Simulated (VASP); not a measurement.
LiHPd, 3 atoms in the cell. Symmetry: P4/mmm, No. 123, tetragonal system. The conventional cell has a = 2.703 Å, b = 2.703 Å, c = 3.797 Å, α = 90.00°, β = 90.00°, γ = 90.00°. Li (site symmetry 4/mmm) is surrounded by 2 H at 1.90 Å. H (site symmetry 4/mmm) is surrounded by 2 Li at 1.90 Å and 4 Pd at 1.91 Å. Pd (site symmetry 4/mmm) is surrounded by 4 H at 1.91 Å. The cell comes from a database or a generator and needn't be the stable form of this composition.

* Program: VASP 6.6.1
* Task: single point
* Functional: PBEsol
* Potentials or basis: VASP PAW PBE potentials, release 64 (Li_sv, H, Pd)
* Cutoff: 520 eV
* k mesh: 8 × 8 × 6
* Occupations: fermi-dirac, width 0.1 eV
* Spin: no spin polarisation
* Dipole correction: no
* Further INCAR settings: ALGO = Normal; EDIFF = 1e-06; NBANDS = 14

Potentials or basis: VASP PAW PBE potentials, release 64 (Li_sv, H, Pd).

The run is started by

```sh
$ cat potpaw_PBE.64/Li_sv/POTCAR potpaw_PBE.64/H/POTCAR potpaw_PBE.64/Pd/POTCAR > POTCAR
$ mpirun -np 1 vasp_std > vasp.out
```

Hardware: 1 thread of Intel(R) Xeon(R) Platinum 8559C (Emerald Rapids), with other jobs on the host.

**Question.** Estimate the wall time of this run.

**Answer.** Wall time 8.7 s on 1 thread of Intel(R) Xeon(R) Platinum 8559C (Emerald Rapids), on a shared host, peak memory 0.15 GiB. Counts: scf iterations 12, k points 60.
